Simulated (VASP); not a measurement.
Level of theory: r2SCAN+rVV10, VASP's PBE PAW potentials (set 64) (plane waves; VASP 6.6.1).

VASP ran on this input.

POSCAR:
```
Rb
2.7881010
 -1.0000000192   1.0000000192   1.0000000192
  1.0000000192  -1.0000000192   1.0000000192
  1.0000000192   1.0000000192  -1.0000000192
Rb
1
Direct
  0.0000000000   0.0000000000   0.0000000000
```

**INCAR**
```
SYSTEM=Rb
PREC=Accurate; ENCUT=520; LREAL=F
LASPH=T
EDIFF=1E-7; NELM=100; ALGO=Normal
LMAXMIX=4; LMIXTAU=T
ISMEAR=1; SIGMA=0.1
METAGGA=R2SCAN; LUSE_VDW=T; BPARAM=11.95
CPARAM=0.0093
ISIF=2
LWAVE=F; LCHARG=F
```

File KPOINTS:
```
Automatic mesh
0
Gamma
9 9 9
0 0 0
```

POTCAR, in this order: Rb_sv (PBE.64 set). Program: vasp_std.

### Question
What will the output report for the number of irreducible k-points (NKPTS), largest plane-wave count, number of space-group operations, FFT grid (NGX, NGY, NGZ)?

### Answer

The number of irreducible k-points (NKPTS) comes out as 35. The largest plane-wave count comes out as 2366. The number of space-group operations is 48 and the FFT grid (NGX, NGY, NGZ) comes out as 36 × 36 × 36.

The compound is Rb in the bcc structure. This cell is one point of a volume scan, at 0.94 of the reference volume.
